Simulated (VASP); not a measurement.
A convergence study with VASP on Ru (hcp): one setting is varied, all else stays as given below, so the limit is that of these other settings. Each run relaxes cell and ions from the cell shown. The basis is that of the starting cell, so low cut-offs carry a Pulay error.

```
CELL_PARAMETERS angstrom
      1.35500    -2.34693     0.00000
      1.35500     2.34693     0.00000
      0.00000     0.00000     4.28000
ATOMIC_POSITIONS crystal
  Ru 0.33333 0.66667 0.25000
  Ru 0.66667 0.33333 0.75000
```

Calculation: PBEsol GGA, VASP's PBE PAW potentials (set 64) (plane waves; VASP). The tightest run used: 700 eV cut-off, 13×13×8 Γ-centred mesh, first-order Methfessel-Paxton smearing of 0.10 eV, potentials Ru_pv.

| setting | relaxed volume (Å³/atom) | E (eV/atom) | plane waves |
|---|---|---|---|
| ENCUT = 200 | 11.980 | -10.3733 | 183 |
| ENCUT = 250 | 13.158 | -10.1822 | 264 |
| ENCUT = 300 | 13.283 | -10.1853 | 336 |
| ENCUT = 350 | 13.255 | -10.1756 | 418 |
| ENCUT = 400 | 13.291 | -10.1720 | 512 |

**Question.** These are the cheaper rows. Estimate the results at ENCUT = 700, and how far the last row shown lies from them.

**Answer.** 
```json
[
 {"quantity": "relaxed volume (Å³/atom)", "tightest run": "13.322", "last row shown is off by": "-0.031"},
 {"quantity": "E (eV/atom)", "tightest run": "-10.1710", "last row shown is off by": "-0.0010"}
]
```

Left out are rungs that failed or repeat a setting and relaxations that didn't move; long series are thinned to 24 rows.

The compound is Ru in the hcp structure.
